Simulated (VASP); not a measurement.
Li3HS:

```
CELL_PARAMETERS angstrom
3.85189 0.00000 0.00000
0.00000 3.85189 0.00000
0.00000 0.00000 3.85189
ATOMIC_POSITIONS crystal
S 0.50000 0.50000 0.50000
H 0.00000 0.00000 0.00000
Li 0.50000 0.00000 0.00000
Li 0.00000 0.50000 0.00000
Li 0.00000 0.00000 0.50000
```

The cell comes from a database or a generator and needn't be the stable form of this composition.

- Program: VASP 6.6.1
- Task: relaxation of cell and atoms
- Functional: LDA
- Potentials or basis: VASP PAW LDA potentials, release 64 (S, H, Li_sv)
- Cutoff: 600 eV
- k mesh: 8 × 8 × 8
- Occupations: gaussian, width 0.03 eV
- Spin: no spin polarisation

At the start: pressure -4.9 GPa; volume 11.43 Å³/atom.

How do energy, volume and symmetry change on relaxing?

Over 4 steps the energy falls by 22.0 meV/atom and the volume is 10.12 Å³/atom (-11.5 %); space group Pm-3m (No. 221, to 0.05 Å).

Step by step:
```csv
step,energy change (eV),largest force (eV/Å),pressure (GPa),volume (Å³)
1,0.0000,0.0000,-4.90,57.15
2,-0.0718,0.0000,-3.12,54.31
3,-0.1093,0.0000,-0.41,51.04
4,-0.1099,0.0000,0.06,50.59
```

Final structure:
```yaml
crystal:
  lattice:
    - [3.69850, 0.00000, 0.00000]
    - [0.00000, 3.69850, 0.00000]
    - [0.00000, 0.00000, 3.69850]
  atoms:
    - { symbol: S, position: [0.50000, 0.50000, 0.50000] }
    - { symbol: H, position: [0.00000, 0.00000, 0.00000] }
    - { symbol: Li, position: [0.50000, 0.00000, 0.00000] }
    - { symbol: Li, position: [0.00000, 0.50000, 0.00000] }
    - { symbol: Li, position: [0.00000, 0.00000, 0.50000] }
```

Caveat: the cutoff is under 1.25 times the usual one of these potentials, so pressure, stress and relaxed cells hold a basis-set (Pulay) error.
